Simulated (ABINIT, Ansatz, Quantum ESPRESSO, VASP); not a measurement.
# Code comparison for WSe2 (P6_3/mmc, 6 atoms in the cell)

Self-consistent single point.

```
CELL_PARAMETERS angstrom
      1.63984    -2.84028     0.00000
      1.63984     2.84028     0.00000
      0.00000     0.00000    12.95870
ATOMIC_POSITIONS crystal
  W  0.33333 0.66667 0.25000
  W  0.66667 0.33333 0.75000
  Se 0.33333 0.66667 0.87900
  Se 0.66667 0.33333 0.37900
  Se 0.66667 0.33333 0.12100
  Se 0.33333 0.66667 0.62100
```

Shared settings, as Ansatz (a quantum-chemistry and plane-wave program) writes them: kpoints.mp_grid.grid = 4 4 1; scf.occupations.method = fermi_dirac; scf.occupations.width = 0.02 eV. Potentials and cutoffs stand in the table.

| code | model | pressure (GPa) | largest force (eV/Å) | cutoff |
|---|---|---|---|---|
| Quantum ESPRESSO | PBE, SSSP 1.1.2 efficiency (PBE) pseudopotentials | 3.78 | 0.201 | 40 Ry |
| ABINIT | PBE, PAW (JTH v2.0 PBE PAW) | 4.79 | 0.208 | 40 Ry |
| Ansatz | PBE, default PAW files | 4.57 | 0.169 | default |
| VASP | PBE, VASP's PBE PAW potentials (set 64) | 4.68 | 0.219 | 300 eV |

On Ansatz's run: spin-orbit coupling is off. Spin polarisation is off.

The spread over the programs that give each value: pressure within 1.01 GPa; largest force within 0.050 eV/Å.

Ansatz's pressure is given at a fixed set of plane waves, as the other plane-wave codes print theirs; with its correction for the finite basis it is 4.60 GPa.

This mesh misses zone-boundary points where a band edge of such crystals can lie, so no gaps are given.

On the base mesh (5 5 1) the same programs gave: ABINIT pressure 5.11 GPa; Quantum ESPRESSO pressure 4.10 GPa; Ansatz pressure 4.89 GPa; VASP pressure 5.01 GPa.

The values differ from the base mesh's, so the mesh still matters here: the table compares the programs at equal settings.

VASP's run is marked for a possible Pulay error in its stress at this cutoff; no cutoff test was made.

The starting cell has typed, rounded lattice constants, without a prior relaxation at this level. Its lattice was rescaled by a random factor within 2.5 % of one.

Left out of this page: GPAW and SIESTA (not drawn, or without a comparable value); CP2K (on another mesh); FLEUR (with a known weakness of the program).

Keys are those of Ansatz 0.2.
